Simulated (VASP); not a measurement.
**Ta3BeH: relaxation of cell and atoms with PBE**

Crystal: Ta3BeH.

```
Ta Be H
1.0
     4.36958    0.00000    0.00000
     0.00000    4.36958    0.00000
     0.00000    0.00000    4.36958
Ta Be H
3 1 1
Cartesian
  2.1848 2.1848 0.0000
  2.1848 0.0000 2.1848
  0.0000 2.1848 2.1848
  2.1848 2.1848 2.1848
  0.0000 0.0000 0.0000
```

The cell was built by a generator and needn't be a form met in nature.

The cell isn't the ideal one: species swapped into the BaTiO3 type (Pm-3m, No. 221).

```yaml
Program: VASP 6.6.1
Task: relaxation of cell and atoms
Functional: PBE
Potentials_or_basis: VASP PAW PBE potentials, release 64 (Ta_pv, Be, H)
Cutoff: 600 eV
k_mesh: 8 × 8 × 8
Occupations: gaussian, width 0.1 eV
Spin: no spin polarisation
Dipole_correction: no
Further_INCAR_settings: ALGO = Normal; EDIFF = 1e-07; IBRION = 2; EDIFFG = -0.01; NSW = 100; ISIF = 3
```

```yaml
Relaxed_volume: 16.73 Å³/atom
Relaxed_cell: a = 4.373 Å, b = 4.373 Å, c = 4.373 Å, α = 90.00°, β = 90.00°, γ = 90.00°
Space_group_after_relaxing_to_0.05_Å: Pm-3m (No. 221)
Energy_gained_by_relaxing: 0.0 meV/atom
Ionic_steps: 3
Pressure_after_relaxing: 0.0 GPa
Band_gap_on_the_k_mesh: none (metal or under the smearing width)
```

Step by step:
```
step  energy change (eV)  largest force (eV/Å)  pressure (GPa)  volume (Å³)
   1              0.0000                0.0000            0.30        83.43
   2              0.0000                0.0000           -0.25        83.80
   3             -0.0002                0.0000            0.01        83.63
```

Final structure:
```cif
data_structure
_symmetry_space_group_name_H-M 'P 1'
_symmetry_Int_Tables_number 1
_cell_length_a 4.3730
_cell_length_b 4.3730
_cell_length_c 4.3730
_cell_angle_alpha 90.000
_cell_angle_beta 90.000
_cell_angle_gamma 90.000
_cell_volume 83.63
loop_
_atom_site_label
_atom_site_type_symbol
_atom_site_fract_x
_atom_site_fract_y
_atom_site_fract_z
_atom_site_occupancy
Ta1 Ta 0.50000 0.50000 0.00000 1
Ta2 Ta 0.50000 0.00000 0.50000 1
Ta3 Ta 0.00000 0.50000 0.50000 1
Be1 Be 0.50000 0.50000 0.50000 1
H1 H 0.00000 0.00000 0.00000 1
```

Levels at points of the mesh, in eV from the Fermi level:
```tsv
k point	band 14	band 15	band 16	band 17	band 18	band 19	band 20	band 21	band 22
(0.00, 0.00, 0.00)	-2.13	-1.99	-1.99	1.22	1.22	1.22	1.64	2.27	2.27
(0.50, 0.00, 0.00)	-1.77	-1.07	-1.07	-0.89	-0.89	-0.22	0.94	1.43	1.82
(0.50, 0.50, 0.00)	-2.16	-0.94	-0.94	-0.53	0.12	0.12	0.74	0.74	1.34
(0.50, 0.50, 0.50)	-1.12	0.30	0.30	0.30	0.84	0.84	0.84	1.09	1.09
```

It took 3.9 min on 1 thread of AMD EPYC 7R43 64-Core Processor (Zen 3), on a shared host, peak memory 0.21 GiB.

Spin-orbit coupling is left out, which matters for the levels of Ta.
